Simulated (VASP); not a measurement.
# MgB2: cell size and functional

Aim: relax MgB2 at several levels of theory and compare the cells. The starting structure is a measured crystal structure from the Crystallography Open Database. The first relaxation on each setting starts from this cell expanded by 3 % in volume.

Method: Kohn-Sham DFT with plane waves and PAW; PBEsol, LDA, PBE, PBEsol + D3(BJ), r2SCAN, r2SCAN + rVV10, rev-vdW-DF2 and AM05, in VASP 6.6.1.

## 1. Starting point

The structure is hexagonal, space group P6/mmm (No. 191). The conventional cell has a = 3.085 Å, b = 3.085 Å, c = 3.523 Å, α = 90.00°, β = 90.00°, γ = 120.00°. Nearest to Mg lie 12 B at 2.51 Å. Nearest to B lie 3 B at 1.78 Å and 6 Mg at 2.51 Å. Farther neighbours are not listed.

## 2. Relaxation with PBEsol

PBEsol restores the gradient expansion of exchange and is tuned for the cells of solids. This run starts from the cell of an earlier relaxation, which isn't shown; the restart sets up the plane waves anew.

INCAR reads:

```
SYSTEM = MgB2
PREC = Accurate
ENCUT = 450
EDIFF = 1E-06
NELM = 100
ISMEAR = 1
SIGMA = 0.15
LREAL = .FALSE.
ALGO = Normal
GGA = PS
NBANDS = 10
LORBIT = 11
LWAVE = .FALSE.
LCHARG = .FALSE.
KPAR = 4
IBRION = 2
NSW = 50
ISIF = 3
EDIFFG = -0.006
```

POSCAR reads:

```
MgB2
1.0
    3.0663759932      0.0000000000      0.0000000000
   -1.5331879966      2.6555595077      0.0000000000
    0.0000000000      0.0000000000      3.4902934222
Mg B
1 2
Direct
    0.0000000000      0.0000000000      0.0000000000
    0.6666666667      0.3333333333      0.5000000000
    0.3333333333      0.6666666667      0.5000000000
```

KPOINTS reads:

```
Automatic mesh
0
Gamma
14 14 10
0 0 0
```

The projector-augmented-wave data sets are Mg and B (PBE family, release 64).

Started as:

```bash
$ mpirun -np 4 vasp_std
```

Output:

```text
[banner, memory and clock lines left out]
running    4 mpi-ranks, on    1 nodes
 distrk:  each k-point on    1 cores,    4 groups
 distr:  one band on    1 cores,    1 groups

 POSCAR found type information on POSCAR MgB
 POSCAR found :  2 types and       3 ions
|                                                                             |
|               ----> ADVICE to this user running VASP <----                  |
|                                                                             |
|     You enforced a specific xc type in the INCAR file but a different       |
|     [... a line on the potential file left out ...]
|     I HOPE YOU KNOW WHAT YOU ARE DOING!                                     |
|                                                                             |

 LDA part: xc-table for (Slater+PW92), standard interpolation
 POSCAR, INCAR and KPOINTS ok, starting setup
 FFT: planning ... GRIDC
 FFT: planning ... GRID_SOFT
 FFT: planning ... GRID
 WAVECAR not read
 entering main loop
       N       E                     dE             d eps       ncg     rms          rms(c)
DAV:   1     0.113469162173E+01    0.11347E+01   -0.35445E+03  3136   0.596E+02
DAV:   2    -0.174070512790E+02   -0.18542E+02   -0.17286E+02  3872   0.999E+01
DAV:   3    -0.178357270731E+02   -0.42868E+00   -0.42702E+00  3714   0.133E+01
DAV:   4    -0.178367248020E+02   -0.99773E-03   -0.99760E-03  3772   0.682E-01
DAV:   5    -0.178367272029E+02   -0.24009E-05   -0.24004E-05  3516   0.320E-02    0.521E+00
DAV:   6    -0.164623940372E+02    0.13743E+01   -0.18586E+00  3186   0.656E+00    0.250E+00
DAV:   7    -0.162253917218E+02    0.23700E+00   -0.99543E-01  3320   0.481E+00    0.761E-01
DAV:   8    -0.162315556751E+02   -0.61640E-02   -0.14618E-01  3134   0.207E+00    0.508E-01
DAV:   9    -0.162170372099E+02    0.14518E-01   -0.31744E-02  3138   0.854E-01    0.835E-02
DAV:  10    -0.162167686285E+02    0.26858E-03   -0.22406E-03  3628   0.268E-01    0.263E-02
DAV:  11    -0.162167573132E+02    0.11315E-04   -0.11466E-04  3274   0.659E-02    0.577E-03
DAV:  12    -0.162167555507E+02    0.17625E-05   -0.11792E-05  3304   0.170E-02    0.245E-03
DAV:  13    -0.162167553699E+02    0.18081E-06   -0.54319E-07  1964   0.443E-03
   1 F= -.16216755E+02 E0= -.16216437E+02  d E =-.162168E+02
 curvature:   0.00 expect dE= 0.000E+00 dE for cont linesearch  0.000E+00
 trial: gam= 0.00000 g(F)=  0.550E-50 g(S)=  0.133E-05 ort = 0.000E+00 (trialstep = 0.100E+01)
 search vector abs. value=  0.133E-05
 reached required accuracy - stopping structural energy minimisation
```

Elapsed: 3.4 s, on 4 MPI ranks of Intel Xeon 6975P-C (Granite Rapids), shared host; peak memory 0.6 GiB; 11 s of CPU time.

Lines that name or quote the potential files are left out of all logs, and their timing lines are given in words.

OUTCAR, selected parts (step 2):

```text
ion  position               nearest neighbor table
   1  0.000  0.000  0.000-   2 2.49   3 2.49   2 2.49   3 2.49   2 2.49   2 2.49   3 2.49   3 2.49
                             2 2.49   2 2.49   3 2.49   3 2.49
   2  0.667  0.333  0.500-   3 1.77   3 1.77   3 1.77   1 2.49   1 2.49   1 2.49   1 2.49   1 2.49
                             1 2.49
   3  0.333  0.667  0.500-   2 1.77   2 1.77   2 1.77   1 2.49   1 2.49   1 2.49   1 2.49   1 2.49
                             1 2.49

  LATTYP: Found a hexagonal cell.
 ALAT       =     3.0663759932
 C/A-ratio  =     1.1382470480

 Subroutine GETGRP returns: Found 24 space group operations
 (whereof 24 operations were pure point group operations)

The static configuration has the point symmetry D_6h.

 Found    144 irreducible k-points:

   k-points           NKPTS =    144   k-points in BZ     NKDIM =    144   number of bands    NBANDS=     10

   dimension x,y,z NGX =    24 NGY =   24 NGZ =   24
   dimension x,y,z NGXF=    48 NGYF=   48 NGZF=   48

   ENCUT  =  450.0 eV  33.07 Ry    5.75 a.u.   5.30  5.30  6.04*2*pi/ulx,y,z

   NELECT =       8.0000    total number of electrons

 k-points in reciprocal lattice and weights: Automatic mesh
   0.00000000  0.00000000  0.00000000       0.001
   0.07142857 -0.00000000  0.00000000       0.003
   0.14285714 -0.00000000  0.00000000       0.003
   0.21428571 -0.00000000  0.00000000       0.003
   0.28571429 -0.00000000  0.00000000       0.003
   0.35714286 -0.00000000  0.00000000       0.003
   0.42857143 -0.00000000  0.00000000       0.003
   0.50000000 -0.00000000  0.00000000       0.002
   0.07142857  0.07142857  0.00000000       0.003
[...]
0.28571429  0.28571429  0.50000000       0.003
   0.35714286  0.28571429  0.50000000       0.003

 average (electrostatic) potential at core
       1 -35.2036       2 -26.0876       3 -26.0876

 E-fermi :   5.3367

 k-point     1 :       0.0000    0.0000    0.0000
  band No.  band energies     occupation
      1      -7.1799      2.00000
      2       2.3979      2.00000
      3       5.7287     -0.00137
      4       5.7287     -0.00137
      5       7.0854     -0.00000
      6      11.6907      0.00000
      7      11.6907      0.00000
    ...

 k-point     2 :       0.0714   -0.0000    0.0000
  band No.  band energies     occupation
      1      -7.0903      2.00000
      2       2.4851      2.00000
      3       5.2655      1.71144
      4       5.5099     -0.06928
      5       7.1621     -0.00000
      6      11.6428      0.00000
      7      12.0915      0.00000
      8      13.8326      0.00000
    ...

 k-point     3 :       0.1429   -0.0000    0.0000
  band No.  band energies     occupation
      1      -6.8222      2.00000
      2       2.7455      2.00000
      3       4.1247      2.00000
      4       4.9962      2.00609
      5       7.4023     -0.00000
      6      11.3763      0.00000
      7      13.1455      0.00000
      8      14.2332      0.00000
      9      14.3471      0.00000
    ...

  Total        0.0062678      0.0062678      0.0020693      0.0000000     -0.0000000      0.0000000
  in kB        0.3533304      0.3533304      0.1166539      0.0000000     -0.0000000      0.0000000
  external PRESSURE =       0.2744383 kB  Pullay stress =       0.0000000 kB

  energy-cutoff  :      450.00
  volume of cell :       28.42
      direct lattice vectors                 reciprocal lattice vectors
     3.066375993  0.000000000  0.000000000     0.326117868  0.188284239  0.000000000
    -1.533187997  2.655559508  0.000000000     0.000000000  0.376568477  0.000000000
     0.000000000  0.000000000  3.490293422     0.000000000  0.000000000  0.286508863

 POSITION                                       TOTAL-FORCE (eV/Angst)
 -----------------------------------------------------------------------------------
      0.00000      0.00000      0.00000         0.000000      0.000000      0.000000
      1.53319      0.88519      1.74515         0.000000     -0.000000     -0.000000
     -0.00000      1.77037      1.74515        -0.000000      0.000000      0.000000
 -----------------------------------------------------------------------------------
    total drift:                                0.000000     -0.000000      0.000000

  FREE ENERGIE OF THE ION-ELECTRON SYSTEM (eV)
  ---------------------------------------------------
  free  energy   TOTEN  =       -16.2167553699 eV

  energy  without entropy=      -16.2157988101  energy(sigma->0) =      -16.21643652

 reached required accuracy - stopping structural energy minimisation

 total charge
# of ion       s       p       d       tot
------------------------------------------
    1        0.162   0.184   0.060   0.405
    2        0.687   1.241   0.000   1.928
    3        0.687   1.241   0.000   1.928
--------------------------------------------------
tot          1.537   2.666   0.060   4.262

[... 3 further parts left out ...]
```

CONTCAR:

```
MgB2
   1.00000000000000
     3.0663759931999999    0.0000000000000000    0.0000000000000000
    -1.5331879965999999    2.6555595077000000    0.0000000000000000
     0.0000000000000000    0.0000000000000000    3.4902934222000002
  Mg              B
     1     2
Direct
     0.0000000000000000    0.0000000000000000    0.0000000000000000
     0.6666666667000030    0.3333333332999970    0.5000000000000000
     0.3333333332999970    0.6666666667000030    0.5000000000000000
```

The PAW data sets were made with PBE, which is usual practice but a small mismatch for other functionals. The run keeps the 24 symmetry operations of its start, so it cannot find a distortion of lower symmetry.

With PBEsol the relaxed cell holds 9.474 Å³ an atom, -2.12 % against the measured cell, with a = 3.066 Å and c = 3.490 Å.

## 3. Relaxation with LDA

LDA, the lowest rung, knows the local density alone. This run starts from the cell of an earlier relaxation, which isn't shown; the restart sets up the plane waves anew.

Changes to INCAR since step 2:

```diff
@@ -9,3 +9,3 @@
 ALGO = Normal
-GGA = PS
+GGA = CA
 NBANDS = 10
```

POSCAR reads:

```
MgB2
1.0
    3.0346590363      0.0000000000      0.0000000000
   -1.5173295182      2.6280918173      0.0000000000
    0.0000000000      0.0000000000      3.4422805892
Mg B
1 2
Direct
    0.0000000000      0.0000000000      0.0000000000
    0.6666666667      0.3333333333      0.5000000000
    0.3333333333      0.6666666667      0.5000000000
```

KPOINTS is that of step 2.

The projector-augmented-wave data sets are Mg and B (LDA family, release 64).

Started as:

```bash
$ mpirun -np 4 vasp_std
```

Output:

```text
[banner, memory and clock lines left out]
running    4 mpi-ranks, on    1 nodes
[...]
LDA part: xc-table for (Slater(with rela. corr.)+CA(PZ))
 , standard interpolation
 POSCAR, INCAR and KPOINTS ok, starting setup
[...]
entering main loop
       N       E                     dE             d eps       ncg     rms          rms(c)
DAV:   1    -0.140099506910E+01   -0.14010E+01   -0.36077E+03  3200   0.598E+02
DAV:   2    -0.188532821492E+02   -0.17452E+02   -0.16458E+02  3838   0.101E+02
DAV:   3    -0.192237888503E+02   -0.37051E+00   -0.36824E+00  3786   0.124E+01
DAV:   4    -0.192244556373E+02   -0.66679E-03   -0.66666E-03  3694   0.567E-01
[...]
DAV:  11    -0.172841432574E+02    0.86735E-06   -0.56260E-05  3280   0.516E-02    0.600E-03
DAV:  12    -0.172841412625E+02    0.19949E-05   -0.13458E-05  3328   0.177E-02    0.257E-03
DAV:  13    -0.172841409557E+02    0.30677E-06   -0.73883E-07  2074   0.498E-03
   1 F= -.17284141E+02 E0= -.17283836E+02  d E =-.172841E+02
[...]
reached required accuracy - stopping structural energy minimisation
```

The job ended after 3.2 s (4 MPI ranks; peak memory 0.55 GiB; 10 s of CPU time).

Parts of OUTCAR (step 3):

```text
  Total        0.0145267      0.0145267      0.0067905     -0.0000000     -0.0000000     -0.0000000
  in kB        0.8477774      0.8477774      0.3962933     -0.0000000     -0.0000000     -0.0000000
  external PRESSURE =       0.6972827 kB  Pullay stress =       0.0000000 kB

 POSITION                                       TOTAL-FORCE (eV/Angst)
 -----------------------------------------------------------------------------------
      0.00000      0.00000      0.00000         0.000000      0.000000      0.000000
      1.51733      0.87603      1.72114         0.000000      0.000000     -0.000000
     -0.00000      1.75206      1.72114        -0.000000     -0.000000      0.000000
 -----------------------------------------------------------------------------------
    total drift:                                0.000000     -0.000000      0.000000

  FREE ENERGIE OF THE ION-ELECTRON SYSTEM (eV)
  ---------------------------------------------------
  free  energy   TOTEN  =       -17.2841409557 eV

  energy  without entropy=      -17.2832271241  energy(sigma->0) =      -17.28383635

[... 2 parts as in an earlier step ...]

[... 2 further parts left out ...]
[key lines of the parts left out:]
E-fermi :   5.6017
```

With LDA the relaxed cell holds 9.151 Å³ an atom, -5.45 % against the measured cell, with a = 3.035 Å and c = 3.442 Å. That is -3.41 % from PBEsol.

## 4. Relaxation with PBE

PBE, the usual starting point, adds the gradient of the density. This run starts from the cell of an earlier relaxation, which isn't shown; the restart sets up the plane waves anew.

Changes to INCAR since step 3:

```diff
@@ -9,3 +9,3 @@
 ALGO = Normal
-GGA = CA
+GGA = PE
 NBANDS = 10
```

POSCAR reads:

```
MgB2
1.0
    3.0763438803      0.0000000000      0.0000000000
   -1.5381719401      2.6641919511      0.0000000000
    0.0000000000      0.0000000000      3.5146308930
Mg B
1 2
Direct
    0.0000000000      0.0000000000      0.0000000000
    0.6666666667      0.3333333333      0.5000000000
    0.3333333333      0.6666666667      0.5000000000
```

KPOINTS is that of step 3.

The projector-augmented-wave data sets are Mg and B (PBE family, release 64).

Started as:

```bash
$ mpirun -np 4 vasp_std
```

Output:

```text
[banner, memory and clock lines left out]
running    4 mpi-ranks, on    1 nodes
[...]
LDA part: xc-table for (Slater+PW92), standard interpolation
 POSCAR, INCAR and KPOINTS ok, starting setup
[...]
entering main loop
       N       E                     dE             d eps       ncg     rms          rms(c)
DAV:   1     0.126312255257E+01    0.12631E+01   -0.35400E+03  3136   0.592E+02
DAV:   2    -0.165929493213E+02   -0.17856E+02   -0.16932E+02  3804   0.997E+01
DAV:   3    -0.170168403643E+02   -0.42389E+00   -0.42219E+00  3742   0.133E+01
DAV:   4    -0.170178296254E+02   -0.98926E-03   -0.98924E-03  3706   0.678E-01
[...]
DAV:  10    -0.153178208162E+02    0.28723E-03   -0.22994E-03  3610   0.271E-01    0.275E-02
DAV:  11    -0.153178150755E+02    0.57407E-05   -0.92018E-05  3254   0.630E-02    0.413E-03
DAV:  12    -0.153178144513E+02    0.62426E-06   -0.63122E-06  3314   0.128E-02
   1 F= -.15317814E+02 E0= -.15317531E+02  d E =-.153178E+02
[...]
reached required accuracy - stopping structural energy minimisation
```

Run time: 3.2 s. Hardware: 4 MPI ranks; peak memory 0.59 GiB; 10 s of CPU time.

From OUTCAR (step 4):

```text
  Total        0.0019225      0.0019225      0.0011902      0.0000000      0.0000000      0.0000000
  in kB        0.1069305      0.1069305      0.0661967      0.0000000      0.0000000      0.0000000
  external PRESSURE =       0.0933526 kB  Pullay stress =       0.0000000 kB

 POSITION                                       TOTAL-FORCE (eV/Angst)
 -----------------------------------------------------------------------------------
      0.00000      0.00000      0.00000         0.000000      0.000000      0.000000
      1.53817      0.88806      1.75732        -0.000000      0.000000      0.000000
     -0.00000      1.77613      1.75732         0.000000     -0.000000      0.000000
 -----------------------------------------------------------------------------------
    total drift:                                0.000000     -0.000000      0.000000

  FREE ENERGIE OF THE ION-ELECTRON SYSTEM (eV)
  ---------------------------------------------------
  free  energy   TOTEN  =       -15.3178144513 eV

  energy  without entropy=      -15.3169629323  energy(sigma->0) =      -15.31753061

[... 2 parts as in an earlier step ...]

[... 2 further parts left out ...]
[key lines of the parts left out:]
E-fermi :   5.3057
```

With PBE the relaxed cell holds 9.602 Å³ an atom, -0.80 % against the measured cell, with a = 3.076 Å and c = 3.515 Å. That is +1.35 % from PBEsol.

## 5. Relaxation with PBEsol + D3(BJ)

D3 with Becke-Johnson damping keeps a finite attraction at short range. This run starts from the cell of an earlier relaxation, which isn't shown; the restart sets up the plane waves anew.

Changes to INCAR since step 4:

```diff
@@ -9,3 +9,4 @@
 ALGO = Normal
-GGA = PE
+GGA = PS
+IVDW = 12
 NBANDS = 10
```

POSCAR reads:

```
MgB2
1.0
    3.0435295918      0.0000000000      0.0000000000
   -1.5217647959      2.6357739437      0.0000000000
    0.0000000000      0.0000000000      3.4444046549
Mg B
1 2
Direct
    0.0000000000      0.0000000000      0.0000000000
    0.6666666667      0.3333333333      0.5000000000
    0.3333333333      0.6666666667      0.5000000000
```

KPOINTS is that of step 4.

Started as:

```bash
$ mpirun -np 4 vasp_std
```

Output:

```text
[banner, memory and clock lines left out]
running    4 mpi-ranks, on    1 nodes
[...]
[... a notice as in an earlier step ...]

 LDA part: xc-table for (Slater+PW92), standard interpolation
 POSCAR, INCAR and KPOINTS ok, starting setup
[...]
entering main loop
       N       E                     dE             d eps       ncg     rms          rms(c)
DAV:   1     0.191023921453E+00    0.19102E+00   -0.35480E+03  3192   0.594E+02
DAV:   2    -0.174554891713E+02   -0.17647E+02   -0.16607E+02  3830   0.100E+02
DAV:   3    -0.178565669195E+02   -0.40108E+00   -0.39912E+00  3718   0.128E+01
DAV:   4    -0.178575344843E+02   -0.96756E-03   -0.96748E-03  3734   0.648E-01
[...]
DAV:  11    -0.162058556771E+02    0.14172E-04   -0.12202E-04  3262   0.689E-02    0.518E-03
DAV:  12    -0.162058544238E+02    0.12533E-05   -0.10067E-05  3312   0.161E-02    0.258E-03
DAV:  13    -0.162058542120E+02    0.21180E-06   -0.61823E-07  1970   0.461E-03
   1 F= -.16946511E+02 E0= -.16946173E+02  d E =-.169465E+02
[...]
reached required accuracy - stopping structural energy minimisation
```

The job ended after 3.2 s (4 MPI ranks; peak memory 0.65 GiB).

From OUTCAR (step 5):

```text
 Edisp (eV)   -0.74066

  Total       0.01392     0.01392     0.00581     0.00000    -0.00000     0.00000
  in kB       0.80708     0.80708     0.33670     0.00000    -0.00000     0.00000
  external pressure =        0.65 kB  Pullay stress =        0.00 kB

 POSITION                                       TOTAL-FORCE (eV/Angst)
 -----------------------------------------------------------------------------------
      0.00000      0.00000      0.00000        -0.000000      0.000000      0.000000
      1.52176      0.87859      1.72220        -0.000000      0.000000     -0.000000
     -0.00000      1.75718      1.72220         0.000000     -0.000000      0.000000
 -----------------------------------------------------------------------------------
    total drift:                                0.000000     -0.000000      0.000000

  FREE ENERGIE OF THE ION-ELECTRON SYSTEM (eV)
  ---------------------------------------------------
  free  energy   TOTEN  =       -16.9465110832 eV

  energy  without entropy=      -16.9454967402  energy(sigma->0) =      -16.94617297

[... 2 parts as in an earlier step ...]

[... 2 further parts left out ...]
[key lines of the parts left out:]
E-fermi :   5.5340
```

With PBEsol + D3(BJ) the relaxed cell holds 9.210 Å³ an atom, -4.84 % against the measured cell, with a = 3.044 Å and c = 3.444 Å. That is -2.78 % from PBEsol.

(Part 1 of 2 ends here.)

[Lines on the potential files, build, host, timing and source positions are cut from VASP's logs without a mark.]

[Logs are printed without paths, hosts, clocks, repeated set-up lines and the standing remarks that a program may print on its own settings, such as how far it seeks lower states.]

[Hosts, paths, dates, database ids (printed as entryN), source tags and the programs' standing remarks are cut or masked in the printed files.]
